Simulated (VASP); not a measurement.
# WS2 (Tungstenite) with rev-vdW-DF2: from relaxation to properties, part 3 of 3

Aim: relax WS2 (Tungstenite) with rev-vdW-DF2, compute its properties on that cell and hold them against experiment. The start is a cell from a database of measured crystal structures.

VASP 6.6.1, plane waves and PAW; the level of theory is named at each step.

Still holding for the runs below: Spin-orbit coupling is off here; with elements this heavy it splits and shifts levels by tenths of an eV or more.

So far, gap on the k-mesh (eV): step 2 (full relaxation (rev-vdW-DF2)) 1.03; step 8 (independent-particle dielectric function (rev-vdW-DF2)) 1.000; step 9 (optical spectrum (rev-vdW-DF2)) 1.00; step 10 (core-level energies (rev-vdW-DF2)) 1.03; step 12 (starting orbitals for the hybrid, PBEsol) 1.03.

## (13) Bands along the symmetry lines (HSE06)

This step: HSE06; plane waves and PAW (W, S) (VASP 6.6.1).

HSE06 mixes in a quarter of exact exchange at short range, at far higher cost; in semiconductors this cures much of the gap error, while metals seldom gain.

INCAR

```
SYSTEM = WS2
PREC = Accurate
ENCUT = 400
EDIFF = 1E-06
NELM = 100
ISMEAR = 0
SIGMA = 0.05
LREAL = .FALSE.
ALGO = Normal
LHFCALC = .TRUE.
AEXX = 0.25
GGA = PE
HFSCREEN = 0.2
LASPH = .TRUE.
NBANDS = 24
PRECFOCK = Fast
LORBIT = 11
LWAVE = .FALSE.
LCHARG = .FALSE.
KPAR = 4
```

POSCAR

```
WS2
1.0
    3.1666065991      0.0000000000      0.0000000000
   -1.5833032995      2.7423617586      0.0000000000
    0.0000000000      0.0000000000     12.3604180458
W S
2 4
Direct
    0.3333333333      0.6666666667      0.2500000000
    0.6666666667      0.3333333333      0.7500000000
    0.3333333333      0.6666666667      0.6223351266
    0.6666666667      0.3333333333      0.1223351266
    0.3333333333      0.6666666667      0.8776648734
    0.6666666667      0.3333333333      0.3776648734
```

KPOINTS

```
Automatic mesh
0
Gamma
5 5 2
0 0 0
```

KPOINTS_OPT

```
Line mode
6
Line-mode
Reciprocal
  0.00000000   0.00000000   0.00000000 GAMMA
  0.50000000   0.00000000   0.00000000 M

  0.50000000   0.00000000   0.00000000 M
  0.33333333   0.33333333   0.00000000 K

  0.33333333   0.33333333   0.00000000 K
  0.00000000   0.00000000   0.00000000 GAMMA

  0.00000000   0.00000000   0.00000000 GAMMA
  0.00000000   0.00000000   0.50000000 A

  0.00000000   0.00000000   0.50000000 A
  0.50000000   0.00000000   0.50000000 L

  0.50000000   0.00000000   0.50000000 L
  0.33333333   0.33333333   0.50000000 H

  0.33333333   0.33333333   0.50000000 H
  0.00000000   0.00000000   0.50000000 A

  0.50000000   0.00000000   0.50000000 L
  0.50000000   0.00000000   0.00000000 M

  0.33333333   0.33333333   0.00000000 K
  0.33333333   0.33333333   0.50000000 H
```

Potentials, in the order of the species: W and S (PBE family, release 64).

The WAVECAR or CHGCAR of an earlier step is read.

The run is started by

```
$ mpirun -np 4 vasp_std
```

The job ended after 20 min (4 MPI ranks of AMD EPYC 9R14 (Zen 4), shared host; peak memory 1.3 GiB).

This step gave:

```yaml
scf_cycles: 11
free_energy_toten: -56.5223 eV
fermi_energy: 6.090 eV
least_gap_on_mesh_and_path: 1.623 eV
least_direct_gap_on_mesh_and_path: 2.282 eV
least_direct_gap_at_k: 0.3333, 0.3333, 0
```

Electronic bands along the path, in eV, zero at the valence-band top; v1 is the highest filled band, c1 the lowest empty one:

| point | v4 | v3 | v2 | v1 | c1 | c2 | c3 | c4 |
| --- | --- | --- | --- | --- | --- | --- | --- | --- |
| Γ | -2.35 | -1.73 | -1.28 | 0.00 | 3.04 | 3.04 | 3.05 | 3.06 |
| 0.60 of the way | -2.54 | -2.44 | -2.07 | -1.83 | 2.11 | 2.48 | 2.69 | 3.03 |
| M | -2.18 | -1.96 | -1.90 | -1.70 | 2.96 | 3.01 | 3.28 | 3.59 |
| 0.60 of the way | -3.42 | -3.00 | -1.14 | -0.88 | 2.36 | 2.42 | 3.20 | 3.76 |
| K | -3.33 | -3.33 | -0.70 | -0.49 | 1.80 | 1.80 | 2.78 | 4.11 |
| 0.40 of the way | -2.51 | -2.50 | -1.61 | -1.60 | 1.62 | 2.66 | 3.04 | 3.05 |
| Γ | -2.35 | -1.73 | -1.28 | 0.00 | 3.04 | 3.05 | 3.05 | 3.06 |
| 0.40 of the way | -2.36 | -2.19 | -0.91 | -0.05 | 3.03 | 3.04 | 3.05 | 3.07 |
| A | -2.38 | -2.38 | -0.34 | -0.34 | 3.03 | 3.03 | 3.06 | 3.07 |
| 0.60 of the way | -2.60 | -2.60 | -1.91 | -1.91 | 2.51 | 2.51 | 2.58 | 2.58 |
| L | -2.07 | -2.07 | -1.78 | -1.78 | 2.98 | 2.98 | 3.46 | 3.46 |
| 0.40 of the way | -3.20 | -3.20 | -1.24 | -1.24 | 2.74 | 2.74 | 3.55 | 3.55 |
| H | -3.52 | -3.52 | -0.61 | -0.61 | 1.80 | 1.80 | 3.35 | 3.35 |
| 0.60 of the way | -2.20 | -2.20 | -1.42 | -1.42 | 2.12 | 2.12 | 2.74 | 2.74 |
| A | -2.38 | -2.38 | -0.34 | -0.34 | 3.03 | 3.03 | 3.05 | 3.10 |
| jump to L | -2.07 | -2.07 | -1.78 | -1.78 | 2.98 | 2.98 | 3.46 | 3.46 |
| 0.60 of the way | -2.16 | -1.98 | -1.87 | -1.71 | 2.97 | 3.01 | 3.32 | 3.57 |
| M | -2.18 | -1.96 | -1.90 | -1.70 | 2.96 | 3.01 | 3.28 | 3.59 |
| jump to K | -3.33 | -3.33 | -0.70 | -0.49 | 1.80 | 1.80 | 2.78 | 4.11 |
| 0.60 of the way | -3.44 | -3.44 | -0.67 | -0.54 | 1.80 | 1.80 | 3.00 | 3.75 |
| H | -3.52 | -3.52 | -0.61 | -0.61 | 1.80 | 1.80 | 3.35 | 3.35 |

The largest weight of each band there:

```
point      v4      v3      v2      v1      c1      c2      c3      c4
    Γ  W 0.59  S 0.89  W 0.87  W 0.74  S 0.55  S 0.52  W 0.58  W 0.57
    M  S 0.79  S 0.78  W 0.74  W 0.78  W 0.98  W 0.97  W 0.91  W 0.92
    K  S 0.65  S 0.65  W 0.85  W 0.82  W 0.96  W 0.96  W 0.83  W 0.82
    Γ  W 0.59  S 0.89  W 0.87  W 0.74  S 0.55  W 0.56  W 0.53  W 0.57
    A  W 0.59  W 0.59  W 0.71  W 0.71  W 0.56  W 0.56  W 0.54  W 0.53
    L  S 0.78  S 0.78  W 0.76  W 0.76  W 0.97  W 0.97  W 0.91  W 0.91
```

Force by atom:

```csv
atom,x (eV/Å),y (eV/Å),z (eV/Å),size
W1,0.000,0.000,0.000,0.000
W2,0.000,0.000,0.000,0.000
S3,0.000,0.000,0.796,0.796
S4,0.000,0.000,0.796,0.796
S5,0.000,0.000,-0.796,0.796
S6,0.000,0.000,-0.796,0.796
```

The gap moves by +0.67 eV against rev-vdW-DF2, which ran on another mesh.

The path shows an indirect gap of 1.62 eV (valence top at Γ, conduction bottom between K and Γ). The least direct gap is 2.28 eV.

## (14) Bands along the symmetry lines (TB-mBJ)

This step: TB-mBJ; plane waves and PAW (W, S) (VASP 6.6.1).

The mesh alone shows little of the dispersion and can miss band extrema, so KPOINTS_OPT adds a path through the symmetry points after the self-consistent cycle. TB-mBJ is a local potential fitted to gaps: it costs far less than a hybrid but gives no energy.

INCAR

```
SYSTEM = WS2
PREC = Accurate
ENCUT = 400
EDIFF = 1E-06
NELM = 150
ISMEAR = 0
SIGMA = 0.05
LREAL = .FALSE.
ALGO = Normal
METAGGA = MBJ
LASPH = .TRUE.
NBANDS = 34
LORBIT = 11
LWAVE = .FALSE.
LCHARG = .FALSE.
KPAR = 4
```

POSCAR is that of step 13.

KPOINTS

```
Automatic mesh
0
Gamma
10 10 3
0 0 0
```

Changes to KPOINTS_OPT since step 13:

```diff
@@ -1,3 +1,3 @@
 Line mode
-6
+16
 Line-mode
```

The run is started by

```
$ mpirun -np 4 vasp_std
```

Elapsed: 3.1 min, on 4 MPI ranks; peak memory 1.1 GiB.

This functional is a potential without an energy, so its energies, forces and stress mean nothing and are not read.

This step gave:

```yaml
scf_cycles: 63
bands: 34
irreducible_k_points: 28
fermi_energy: 6.554 eV
least_gap_on_mesh_and_path: 1.254 eV
least_direct_gap_on_mesh_and_path: 1.934 eV
conduction_bottom_at_k: 0.1778, 0.1778, 0
```

The electronic bands at the labelled points (eV, zero at the valence-band top; v1 is the highest filled band, c1 the lowest empty one):

```
          point     v4     v3     v2     v1    c1    c2    c3    c4
              Γ  -2.34  -1.69  -1.05   0.00  2.39  2.39  2.48  2.48
0.53 of the way  -2.56  -2.11  -1.60  -1.45  1.63  1.95  2.13  2.43
              M  -2.11  -1.92  -1.61  -1.45  2.38  2.42  2.79  2.98
0.53 of the way  -3.11  -2.77  -1.08  -0.88  2.01  2.09  2.98  3.06
              K  -3.07  -3.07  -0.63  -0.48  1.45  1.45  2.50  3.40
0.47 of the way  -2.30  -2.12  -1.48  -1.43  1.25  2.00  2.29  2.52
              Γ  -2.34  -1.69  -1.05   0.00  2.39  2.39  2.48  2.48
0.47 of the way  -2.35  -2.12  -0.73  -0.06  2.41  2.41  2.47  2.47
              A  -2.36  -2.36  -0.31  -0.31  2.44  2.44  2.44  2.44
0.53 of the way  -2.50  -2.50  -1.50  -1.50  1.98  1.98  2.03  2.03
              L  -2.01  -2.01  -1.52  -1.52  2.40  2.40  2.90  2.90
0.53 of the way  -3.00  -3.00  -0.97  -0.97  2.05  2.05  3.03  3.03
              H  -3.23  -3.23  -0.56  -0.56  1.45  1.45  2.95  2.95
0.53 of the way  -2.15  -2.15  -1.40  -1.40  1.61  1.61  2.28  2.28
              A  -2.36  -2.36  -0.31  -0.31  2.44  2.44  2.44  2.44
      jump to L  -2.01  -2.01  -1.52  -1.52  2.40  2.40  2.90  2.90
0.47 of the way  -2.08  -1.95  -1.57  -1.47  2.39  2.42  2.83  2.96
              M  -2.11  -1.92  -1.61  -1.45  2.38  2.42  2.79  2.98
      jump to K  -3.07  -3.07  -0.63  -0.48  1.45  1.45  2.50  3.40
0.53 of the way  -3.15  -3.15  -0.61  -0.51  1.45  1.45  2.64  3.31
              H  -3.23  -3.23  -0.56  -0.56  1.45  1.45  2.95  2.95
```

The largest weight of each band there:

```csv
point,v4,v3,v2,v1,c1,c2,c3,c4
Γ,W 0.58,S 0.91,W 0.85,W 0.73,S 0.54,S 0.54,W 0.58,W 0.58
M,S 0.81,S 0.80,W 0.73,W 0.78,W 0.98,W 0.97,W 0.92,W 0.92
K,S 0.67,S 0.67,W 0.85,W 0.83,W 0.96,W 0.96,W 0.80,W 0.81
Γ,W 0.58,S 0.91,W 0.85,W 0.73,S 0.54,S 0.54,W 0.58,W 0.58
A,W 0.57,W 0.57,W 0.71,W 0.71,W 0.51,W 0.51,W 0.51,W 0.51
L,S 0.80,S 0.80,W 0.75,W 0.75,W 0.97,W 0.97,W 0.92,W 0.92
```

The gap moves by +0.30 eV against rev-vdW-DF2.

## (15) What came out

```
relaxed volume                              : 17.89 Å³/atom
relaxed conventional cell a, b, c           : 3.167, 3.167, 12.360 Å; angles 90.0, 90.0, 120.0°
space group after relaxing, within 0.02 Å   : P6_3/mmc (No. 194)
band gap                                    : 0.955 eV, indirect (least direct gap of that run 1.81 eV)
gap on the dense mesh                       : 1.00 eV
highest zone-centre mode                    : 433 cm⁻¹
strongest peak of ε2, mean over directions  : 2.93 eV
ε1 at zero frequency, no local fields, mean : 12.8
shallowest level of the frozen cores        : W1 4f, 28.9 eV deep
band gap (rev-vdW-DF2 + SOC)                : 0.906 eV, indirect (least direct gap of that run 1.61 eV)
band gap (HSE06)                            : 1.62 eV, indirect (least direct gap of that run 2.28 eV)
band gap (TB-mBJ)                           : 1.25 eV, indirect (least direct gap of that run 1.93 eV)
```

With rev-vdW-DF2, WS2 (Tungstenite) relaxes to 17.89 Å³/atom in space group P6_3/mmc (held by the symmetry of the run) and has an indirect gap of 0.955 eV (1.62 eV with HSE06). Against the listed cell the volume lies +1.2 % (a +0.4 %, c +0.3 %). Vibrations at Γ (rev-vdW-DF2): The highest mode at Γ, 432.8 cm⁻¹, is mostly motion of S (75 % of the kinetic energy). Bands along the symmetry lines (rev-vdW-DF2 + SOC): On this path the gap is indirect, 0.91 eV, with the valence top at Γ and the conduction bottom between K and Γ. The least direct gap is 1.61 eV. Bands along the symmetry lines (HSE06): The path shows an indirect gap of 1.62 eV (valence top at Γ, conduction bottom between K and Γ). The least direct gap is 2.28 eV. Bands along the symmetry lines (TB-mBJ): The path shows an indirect gap of 1.25 eV (valence top at Γ, conduction bottom between K and Γ). The least direct gap is 1.93 eV. The other levels ran on the cell relaxed with rev-vdW-DF2, and without spin-orbit coupling unless named. Semilocal functionals usually underestimate gaps. Modes at Γ alone can't show that the crystal is stable at other wave vectors, and the LO-TO splitting is not included. No search among competing phases was made, and a listed structure need not be the one stable at ambient conditions. All values are for a static lattice at zero temperature.

Comparison with the measured values:

```
                             quantity  measured      rev-vdW-DF2
               lattice constant a (Å)    3.1532   3.167 (+0.4 %)
               lattice constant c (Å)    12.323  12.360 (+0.3 %)
Raman mode, A1g (out-of-plane) (cm⁻¹)       421     416 (-1.1 %)
```

Measured values from arxiv:1208.1325 (2012).

How well it matches: The lattice constant a is off by +0.4 %: good agreement. The lattice constant c is off by +0.3 %: good agreement. The Raman mode is off by -1.1 %: good agreement. The grades are ours: good and fair within 0.7 and 1.5 % for the lattice constant a, 0.8 and 2 % for the lattice constant c and 3 and 7 % for the Raman mode. 1 further measured lines are left out: they lack a usable label, or no computed mode of their label or degeneracy could be paired (by label, or within 15 % without labels). For lattice constants and Raman mode the calculation has a static lattice, without zero-point motion or thermal expansion (measured at up to 300 K). As a rule both would widen the computed cell, so the excess over experiment is if anything larger than shown.

[Lines on the potential files, build, host, timing and source positions are cut from VASP's logs without a mark.]

[Logs are printed without paths, hosts, clocks, repeated set-up lines and the standing remarks that a program may print on its own settings, such as how far it seeks lower states.]

[Hosts, paths, dates, database ids (printed as entryN), source tags and the programs' standing remarks are cut or masked in the printed files.]

[Measured values are set beside computed ones only where the two were judged alike; some that the calculation misses by far are left out.]
